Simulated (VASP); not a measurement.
Set up this calculation in VASP 6.6.1, as the native input.

```
Task                               : single point
Functional                         : HSE06
Potentials or basis                : VASP PAW PBE potentials, release 64 (F, C, Cl, Br)
Cutoff                             : 520 eV
k mesh                             : 1 × 1 × 1
Occupations                        : gaussian, width 0.01 eV
Spin                               : no spin polarisation
Grid for exact exchange (PRECFOCK) : Fast
Screening parameter                : 0.2 1/A
Further INCAR settings             : ALGO = Normal; EDIFF = 1e-06; NBANDS = 24
```

The system is FCClBr2, in a box.

```
F C Cl Br
1.0
    12.00000    0.00000    0.00000
     0.00000   12.00000    0.00000
     0.00000    0.00000   12.00000
F C Cl Br
1 1 1 2
Direct
  0.59120 0.40460 0.52646
  0.49581 0.45802 0.50772
  0.41097 0.44597 0.62596
  0.42442 0.39056 0.37970
  0.52968 0.61294 0.47792
```

One way to write it, as run:

POSCAR

```
CBr2ClF
1.0
   12.0000000000      0.0000000000      0.0000000000
    0.0000000000     12.0000000000      0.0000000000
    0.0000000000      0.0000000000     12.0000000000
F C Cl Br
1 1 1 2
Cartesian
    7.0944000000      4.8551499600      6.3175500000
    5.9496999600      5.4962499600      6.0926499600
    4.9316000400      5.3516499600      7.5115500000
    5.0931000000      4.6867500000      4.5564500400
    6.3561999600      7.3552500000      5.7350499600
```

INCAR.step1

```
SYSTEM = CBr2ClF
PREC = Accurate
ENCUT = 520
EDIFF = 1E-5
ISMEAR = 0
SIGMA = 0.01
LREAL = .FALSE.
LASPH = .TRUE.
NELM = 80
ALGO = Normal
ISIF = 2
LWAVE = .TRUE.
NBANDS = 24
GGA = PE
```

INCAR.step2

```
SYSTEM = CBr2ClF
PREC = Accurate
ENCUT = 520
EDIFF = 1E-6
ISMEAR = 0
SIGMA = 0.01
LREAL = .FALSE.
LASPH = .TRUE.
NELM = 80
ALGO = Normal
ISIF = 2
LWAVE = .FALSE.
LCHARG = .TRUE.
GGA = PE
LHFCALC = .TRUE.
HFSCREEN = 0.2
PRECFOCK = Fast
LELF = .TRUE.
LVHAR = .TRUE.
LVACPOTAV = .TRUE.
NBANDS = 24
ISTART = 1
```

KPOINTS

```
Automatic mesh
0
G
  1 1 1
  0 0 0
```

Potentials or basis: VASP PAW PBE potentials, release 64 (F, C, Cl, Br).

Launch:

```sh
$ cat potpaw_PBE.64/F/POTCAR potpaw_PBE.64/C/POTCAR potpaw_PBE.64/Cl/POTCAR potpaw_PBE.64/Br/POTCAR > POTCAR
$ cp INCAR.step1 INCAR
$ mpirun -np 1 vasp_gam > vasp.out
$ cp INCAR.step2 INCAR
$ mpirun -np 1 vasp_gam > vasp.out
```

Results of the run:

```json
{"Largest force": "0.551 eV/Å", "Gap between the frontier levels": "5.63 eV"}
```

Caveat: the PAW data sets were made with another functional, which shifts forces and pressure a little.

Run time: 7.5 min on 1 thread of Intel(R) Xeon(R) Platinum 8559C (Emerald Rapids), on a shared host, peak memory 1.4 GiB.
